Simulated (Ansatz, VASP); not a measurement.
# Cross-check of SnSe2 between VASP and Ansatz, part 2 of 2

Wanted: the spread between two codes on one cell, functional and k mesh. The start cell is built, not measured: As first built, before any earlier steps moved the atoms (in the runner's words): it takes the SnS2 structure with some of its atoms replaced by other elements, volume scaled by an estimate. The cell is taken from a series of VASP runs on this material, whose earlier steps may have relaxed, scaled or displaced it; both programs get it as it stands.

VASP 6.6.1 and Ansatz 0.2.0.

So far: Starting point; Ansatz: relaxation of cell and atoms, LDA; VASP: relaxation of cell and atoms, LDA.

### Step 3. VASP: relaxation of cell and atoms, LDA (continued)

Level of this step: LDA; plane waves and PAW (Sn_d, Se) (VASP).

Numbers of over 12 decimals in the logs are rounded to 6 here.

Parts of OUTCAR (step 3):

```text
ion  position               nearest neighbor table
   1  0.000  0.000  0.000-   2 2.70   3 2.70   3 2.70   2 2.70   3 2.70   2 2.70
   2  0.333  0.667  0.264-   1 2.70   1 2.70   1 2.70
   3  0.667  0.333  0.736-   1 2.70   1 2.70   1 2.70

  LATTYP: Found a hexagonal cell.
 ALAT       =     3.8047695997
 C/A-ratio  =     1.5664156050

 Subroutine GETGRP returns: Found 12 space group operations
 (whereof 12 operations were pure point group operations)

The static configuration has the point symmetry D_3d.

 Found     28 irreducible k-points:

   k-points           NKPTS =     28   k-points in BZ     NKDIM =     28   number of bands    NBANDS=     19

   dimension x,y,z NGX =    28 NGY =   28 NGZ =   40
   dimension x,y,z NGXF=    56 NGYF=   56 NGZF=   80

   ENCUT  =  400.0 eV  29.40 Ry    5.42 a.u.   6.20  6.20  9.72*2*pi/ulx,y,z

   NELECT =      26.0000    total number of electrons

 k-points in reciprocal lattice and weights: Automatic mesh
   0.00000000  0.00000000  0.00000000       0.005
   0.14285714 -0.00000000  0.00000000       0.031
   0.28571429 -0.00000000  0.00000000       0.031
   0.42857143  0.00000000  0.00000000       0.031
   0.14285714  0.14285714  0.00000000       0.031
   0.28571429  0.14285714  0.00000000       0.061
   0.42857143  0.14285714  0.00000000       0.031
   0.28571429  0.28571429  0.00000000       0.031
   0.00000000  0.00000000  0.25000000       0.010
[...]
0.42857143  0.14285714  0.50000000       0.031
   0.28571429  0.28571429  0.50000000       0.031

 average (electrostatic) potential at core
       1-101.8398       2 -59.0445       3 -59.0445

 E-fermi :   5.0627

 k-point     1 :       0.0000    0.0000    0.0000
  band No.  band energies     occupation
    ...
      9       4.0589      2.00000
     10       4.0589      2.00000
     11       4.2113      2.00000
     12       4.2113      2.00000
     13       4.8045      1.98861
     14       5.4525      0.00082
     15       7.6105      0.00000
     16       9.2722      0.00000
     17       9.2722      0.00000
     18      12.9506      0.00000
    ...

 k-point     2 :       0.1429   -0.0000    0.0000
  band No.  band energies     occupation
    ...
      9       2.2200      2.00000
     10       3.2391      2.00000
     11       3.2942      2.00000
     12       4.5908      1.99984
     13       4.8805      1.94899
     14       6.7492      0.00000
     15       8.2699      0.00000
     16       9.0273      0.00000
     17       9.5302      0.00000
     18      11.9528      0.00000
    ...

 k-point     3 :       0.2857   -0.0000    0.0000
  band No.  band energies     occupation
    ...
      9       0.6887      2.00000
     10       1.8652      2.00000
     11       2.5030      2.00000
     12       4.2704      2.00000
     13       4.5950      1.99983
     14       6.4306      0.00000
     15       8.4283      0.00000
     16       9.7311      0.00000
     17      10.2389      0.00000
     18      10.8347      0.00000
    ...

  Total        0.0022334      0.0022334     -0.0165958     -0.0000000      0.0000000     -0.0000000
  in kB        0.0486266      0.0486266     -0.3613262     -0.0000000      0.0000000     -0.0000000
  external PRESSURE =      -0.0880243 kB  Pullay stress =       0.0000000 kB

  energy-cutoff  :      400.00
  volume of cell :       73.59
      direct lattice vectors                 reciprocal lattice vectors
     3.805266657 -0.000000000  0.000000000     0.262793673  0.151723979 -0.000000000
    -1.902633328  3.295458003 -0.000000000     0.000000000  0.303447958  0.000000000
     0.000000000 -0.000000000  5.868258188    -0.000000000 -0.000000000  0.170408317

 POSITION                                       TOTAL-FORCE (eV/Angst)
 -----------------------------------------------------------------------------------
      0.00000     -0.00000      5.86826        -0.000000     -0.000000      0.000000
     -0.00000      2.19697      1.57828        -0.000000      0.000000     -0.009829
      1.90263      1.09849      4.28998         0.000000     -0.000000      0.009829
 -----------------------------------------------------------------------------------
    total drift:                               -0.000000     -0.000000     -0.000000

  FREE ENERGIE OF THE ION-ELECTRON SYSTEM (eV)
  ---------------------------------------------------
  free  energy   TOTEN  =       -13.7895092198 eV

  energy  without entropy=      -13.7886951875  energy(sigma->0) =      -13.78910220

 reached required accuracy - stopping structural energy minimisation

 total charge
# of ion       s       p       d       tot
------------------------------------------
    1        1.084   1.053  10.099  12.236
    2        1.493   2.298   0.030   3.821
    3        1.493   2.298   0.030   3.821
--------------------------------------------------
tot          4.069   5.650  10.160  19.879

[... 3 further parts left out ...]
```

The bonds form layers, held to each other by dispersion, which LDA lacks; its overbinding stands in for it by accident. The run keeps the 12 symmetry operations of its start, so it cannot find a distortion of lower symmetry.

### Step 4. Comparison

Known differences besides the potentials themselves: the two LDA forms differ slightly; both relaxations stop at a tolerance, which leaves soft axes loose, and VASP keeps its plane-wave basis; the data sets hold 46 valence electrons in Ansatz (default PAW (the set named soft_2) files) and 26 in VASP; the cutoff is 420 eV in Ansatz and 400 eV in VASP; VASP's log shows a relativistic correction to its local exchange, Ansatz's none; Ansatz adds a Pulay correction to the stress that steers its cell, VASP none. Total energies have different zeros and are not compared.

The two programs side by side:

| quantity | Ansatz | VASP | difference |
| --- | --- | --- | --- |
| volume (Å³) | 73.74 | 73.59 | +0.21 % |
| edge a after relaxation, in the typed setting (Å) | 3.802 | 3.805 | -0.08 % |
| edge c after relaxation, in the typed setting (Å) | 5.889 | 5.868 | +0.36 % |

The walks stopped with 0.00 GPa left in Ansatz and -0.01 GPa in VASP; each walk ends within a tolerance, so the volume difference is uncertain by about these residues over the bulk modulus, most in soft cells.

### Step 5. What came out

```json
{
  "difference in edge c after relaxation, in the typed setting (relaxation of cell and atoms, LDA)": "0.36 %"
}
```

**Reading.** The difference in edge c after relaxation, in the typed setting is 0.36 % (relaxation of cell and atoms, LDA), within the 1.2 % picked in this series as the mark of a large difference, as far as the stopping tolerances let one tell. Such differences can come from data sets, numerical settings and the points named under the comparisons, not from the functional's error against experiment.

[Lines on the potential files, build, host, timing and source positions are cut from VASP's logs without a mark.]

[Logs are printed without paths, hosts, clocks, repeated set-up lines and the standing remarks that a program may print on its own settings, such as how far it seeks lower states.]

[Hosts, paths, dates, database ids (printed as entryN), source tags and the programs' standing remarks are cut or masked in the printed files.]
